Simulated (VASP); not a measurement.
## MgO2: relaxation of cell and atoms with LDA

MgO2:

```xyz
6
Lattice="-1.9713 1.9713 2.3171 1.9713 -1.9713 2.3171 1.9713 1.9713 -2.3171" Properties=species:S:1:pos:R:3 pbc="T T T"
Mg    0.0000    0.0000    1.1586
Mg    0.0000    0.0000    3.4757
O     2.4615    0.4902    0.0000
O     1.4811    0.4902    2.3171
O    -0.4902    1.4811    2.3171
O     0.4902    1.4811    0.0000
```

The cell was built by a generator and needn't be a form met in nature.

- Program: VASP 6.6.1
- Task: relaxation of cell and atoms
- Functional: LDA
- Potentials or basis: VASP PAW LDA potentials, release 64 (Mg, O)
- Cutoff: 520 eV
- k mesh: 12 × 12 × 12
- Occupations: gaussian, width 0.02 eV
- Spin: no spin polarisation
- Target pressure: 104 GPa
- Further INCAR settings: ALGO = Normal; EDIFF = 1e-07; IBRION = 2; EDIFFG = -0.002; NSW = 80; ISIF = 3
- Target pressure: 104 GPa

| Property | Result |
| --- | --- |
| Relaxed volume | 6.00 Å³/atom |
| Relaxed cell | a = 3.625 Å, b = 3.625 Å, c = 3.625 Å, α = 114.11°, β = 114.11°, γ = 100.54° |
| Space group after relaxing (to 0.05 Å) | I4/mcm (No. 140) |
| Energy change on relaxing (the enthalpy is what falls) | -0.5 meV/atom |
| Ionic steps | 3 |
| Pressure after relaxing | 104.0 GPa |
| Band gap on the k mesh | 3.82 eV, indirect (least direct gap 4.83 eV) |

The path:
```
step  energy change (eV)  largest force (eV/Å)  pressure (GPa)  volume (Å³)
   1              0.0000                0.0008          104.07        36.02
   2             -0.0090                0.0053          103.84        36.03
   3             -0.0027                0.0010          103.99        36.02
```

Final structure:
```cif
data_structure
_symmetry_space_group_name_H-M 'P 1'
_symmetry_Int_Tables_number 1
_cell_length_a 3.6252
_cell_length_b 3.6252
_cell_length_c 3.6252
_cell_angle_alpha 114.114
_cell_angle_beta 114.114
_cell_angle_gamma 100.539
_cell_volume 36.02
loop_
_atom_site_label
_atom_site_type_symbol
_atom_site_fract_x
_atom_site_fract_y
_atom_site_fract_z
_atom_site_occupancy
Mg1 Mg 0.25000 0.25000 0.00000 1
Mg2 Mg 0.75000 0.75000 0.00000 1
O1 O 0.12433 0.62433 0.74866 1
O2 O 0.62433 0.87567 0.50000 1
O3 O 0.87567 0.37567 0.25134 1
O4 O 0.37567 0.12433 0.50000 1
```

Levels at points of the mesh, in eV from the valence-band top:
```csv
k point,band 10,band 11,band 12,band 13,band 14,band 15,band 16,band 17,band 18
"(0.00, 0.00, 0.00)",-5.82,-4.90,-4.17,-4.17,-0.60,5.30,5.30,8.57,11.56
"(0.50, 0.00, 0.00)",-5.31,-3.04,-3.04,-2.52,-2.52,3.91,3.91,11.18,11.18
"(0.50, 0.50, 0.00)",-4.91,-4.56,-3.05,-2.78,-1.71,4.55,4.97,10.63,10.88
"(0.50, 0.50, 0.50)",-7.25,-4.32,-1.75,-1.75,0.00,5.08,5.08,12.06,12.75
```

It took 28 s on 4 MPI ranks on Intel(R) Xeon(R) Platinum 8488C (Sapphire Rapids), on a shared host, peak memory 0.2 GiB a rank.

Caveat: the cell is relaxed towards a set pressure, so the enthalpy falls and the energy may rise. A k mesh can miss the band edges.
